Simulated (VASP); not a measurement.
Energy against volume of CaF₂ (fluorite). Calculation: PBE GGA with D3 dispersion (Becke-Johnson damping), VASP's PBE PAW potentials (set 64) (plane waves; VASP). Settings: 520 eV cut-off, 7×7×7 Γ-centred mesh, Gaussian smearing of 0.050 eV, potentials Ca_sv F.

```
V (Å³/atom)  E (eV/atom)
-----------  -----------
12.852          -5.91699
13.262          -5.92890
13.672          -5.93330
14.082          -5.93118
```

Problem. Fit these four points and predict the energy of the run at 14.492 Å³/atom.

Solution. A cubic in V^(−2/3), the third-order Birch-Murnaghan form, passes through the four points with V0 = 13.73 Å³/atom and B0 = 83 GPa, and gives -5.9234 eV/atom there. The run gave -5.9236 eV/atom, -0.3 meV/atom from the fit; all five points give B0 = 82 GPa.

The compound is CaF2 in the fluorite structure. It was relaxed first.
